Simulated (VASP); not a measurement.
Input of a VASP 6.6.1 run:

INCAR

```
SYSTEM = Mg7CoO8
  PREC = Accurate
  ENCUT = 520
  EDIFF = 1E-6
  ISMEAR = 0
  SIGMA = 0.01
  LREAL = Auto
  LASPH = .True.
  NELM = 150
  ALGO = Fast
  ISIF = 2
  LWAVE = .False.
  LCHARG = .False.
  ISPIN = 2
  MAGMOM = 0 0 0 0 0 0 0 3 0 0 0 0 0 0 0 0
  LORBIT = 11
  LMAXMIX = 4
  LDAU = .True.
  LDAUTYPE = 2
  LDAUL = -1 2 -1
  LDAUU = 0 3.2 0
  LDAUJ = 0 0 0
  LDAUPRINT = 1
  GGA = CA
  NBANDS = 54
```

Contents of KPOINTS:

```
Automatic mesh
0
Gamma
  2 2 2
  0 0 0
```

File POSCAR:

```
Mg7CoO8
1.0
    0.0000000000      4.3481000000      4.3481000000
    4.3481000000      0.0000000000      4.3481000000
    4.3481000000      4.3481000000      0.0000000000
Mg Co O
7 1 8
Direct
    0.9878010300      0.0057530400      0.9997875400
    0.0118038800      0.9804527600      0.5056642300
    0.9940867800      0.4995929100      0.5018981300
    0.4854816700      0.0118115900      0.0032462600
    0.5000057000      0.0016869000      0.4901239900
    0.4926855500      0.5014766500      0.9922720000
    0.5042112800      0.4837419100      0.5051861700
    0.9925552600      0.4956245300      0.0071453000
    0.2465326700      0.2464134700      0.2544617500
    0.2505876800      0.2420425700      0.7473136800
    0.2398825400      0.7674873200      0.2447471300
    0.2519085200      0.7454308000      0.7508721200
    0.7450322800      0.2540688200      0.2419650800
    0.7568658400      0.2451120500      0.7499844900
    0.7513899700      0.7565027500      0.2479999100
    0.7497856600      0.7444421100      0.7378618100
```

Potentials or basis: VASP PAW LDA potentials, release 64 (Mg, Co, O).

Command:

```bash
$ cat potpaw_LDA.64/Mg/POTCAR potpaw_LDA.64/Co/POTCAR potpaw_LDA.64/O/POTCAR > POTCAR
$ mpirun -np 1 vasp_std > vasp.out
```

Q: Estimate the site moments.

A: Mg -0.00, +0.01; Co +2.66; O +0.04, -0.00, +0.05 μB.

Q: Predict the band gap on the k mesh.

A: 2.18 eV, indirect (least direct gap 2.22 eV).

Q: What does it give for the largest force?

A: 0.684 eV/Å.

Eigenvalues of the final occupation matrices:
| site | spin | trace | eigenvalues |
| --- | --- | --- | --- |
| site 8 d | 1 | 4.89 | 0.96 0.96 0.96 1.00 1.00 |
| site 8 d | 2 | 2.25 | 0.04 0.15 0.16 0.95 0.95 |

Caveat: the k mesh is coarse (spacing up to 0.63 Å⁻¹), so the values aren't converged. The state reached can hang on the start; a lower one may exist.
